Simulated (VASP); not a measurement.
OSZICAR of a VASP run on ZrS (relaxed from the zinc blende structure, space group F-43m):

### OSZICAR
```
       N       E                     dE             d eps       ncg     rms          rms(c)
DAV:   1     0.116007134539E+03    0.11601E+03   -0.82222E+03  1222   0.108E+03
DAV:   2    -0.979036560763E+01   -0.12580E+03   -0.12175E+03  1522   0.288E+02
DAV:   3    -0.161815177814E+02   -0.63912E+01   -0.63399E+01  1960   0.598E+01
DAV:   4    -0.163881591846E+02   -0.20664E+00   -0.20650E+00  1654   0.996E+00
DAV:   5    -0.163929892395E+02   -0.48301E-02   -0.48296E-02  1855   0.135E+00    0.153E+01
DAV:   6    -0.155038867243E+02    0.88910E+00   -0.28864E+00  1412   0.116E+01    0.709E+00
DAV:   7    -0.154903551157E+02    0.13532E-01   -0.25104E-01  1912   0.322E+00    0.295E+00
DAV:   8    -0.154868332185E+02    0.35219E-02   -0.23087E-02  1472   0.137E+00    0.379E-01
DAV:   9    -0.154865359996E+02    0.29722E-03   -0.25812E-03  1545   0.397E-01    0.146E-01
DAV:  10    -0.154865938224E+02   -0.57823E-04   -0.24462E-04  1587   0.158E-01    0.179E-02
DAV:  11    -0.154865946396E+02   -0.81721E-06   -0.11059E-05  1655   0.264E-02    0.107E-02
DAV:  12    -0.154865941947E+02    0.44488E-06   -0.18332E-06  1120   0.129E-02
   1 F= -.15486594E+02 E0= -.15487045E+02  d E =-.154866E+02
       N       E                     dE             d eps       ncg     rms          rms(c)
DAV:   1    -0.154868815143E+02   -0.28687E-03   -0.82688E-03  1372   0.941E-01    0.177E-01
DAV:   2    -0.154866199421E+02    0.26157E-03   -0.68369E-04  1367   0.274E-01    0.490E-02
DAV:   3    -0.154865829144E+02    0.37028E-04   -0.29174E-04  1870   0.125E-01    0.268E-02
DAV:   4    -0.154865893992E+02   -0.64849E-05   -0.77739E-06  1512   0.253E-02    0.124E-02
DAV:   5    -0.154865944269E+02   -0.50277E-05   -0.62003E-06  1550   0.146E-02    0.670E-03
DAV:   6    -0.154865959937E+02   -0.15667E-05   -0.64527E-07   849   0.710E-03    0.504E-04
DAV:   7    -0.154865959851E+02    0.86045E-08   -0.28217E-07   726   0.391E-03
   2 F= -.15486596E+02 E0= -.15487048E+02  d E =-.179038E-05
```

Q: Which electronic solver shows in the log?

A: It is blocked Davidson (ALGO = Normal, or the opening steps of other solvers). The INCAR had ALGO = Normal.

Q: Can the final energy be trusted as converged?

A: The calculation finished and met its thresholds. It stopped with EDIFF = 1E-6, NELM = 100, NSW = 60 and EDIFFG = -0.01 after 2 ionic steps (PBEsol GGA, plane waves, VASP's PBE PAW potentials (set 64)).

The structure was generated: ZrS was put into the zinc blende type (F-43m), which need not be its known phase. This run relaxes it. Symmetry was kept, so distortions that lower it aren't found. The start is the result of an earlier pass.
